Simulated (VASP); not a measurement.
Data:

```yaml
crystal:
  lattice:
    - [1.95183, -3.38067, 0.00000]
    - [1.95183, 3.38067, 0.00000]
    - [0.00000, 0.00000, 8.99100]
  atoms:
    - { symbol: Sn, position: [0.00000, 0.00000, 0.00000] }
    - { symbol: Se, position: [0.33333, 0.66667, 0.17745] }
    - { symbol: Se, position: [0.66667, 0.33333, 0.82255] }
```

Method: revPBE GGA, VASP's PBE PAW potentials (set 64) (plane waves; VASP). Run with 520 eV cut-off, 7×7×3 Γ-centred mesh, tetrahedra with Blöchl corrections, potentials Sn_d Se.

The cores are frozen, which limits the accuracy of field gradients. Without a dispersion term in the relaxation, distances and binding between the weakly bound layers, chains or molecules are unreliable, and so is what depends on them.

Question: Give the principal components of the electric field gradient (V/Å²) and the asymmetry η at each nucleus.

Answer: 
```csv
atom,Vxx,Vyy,Vzz,η
Sn1,0.7,0.7,-1.5,0.00
Se2,43.4,43.4,-86.8,0.00
Se3,43.4,43.4,-86.8,0.00
```

The compound is SnSe2 in the 1T layered structure. It was relaxed first, which changed the volume by +54 %.
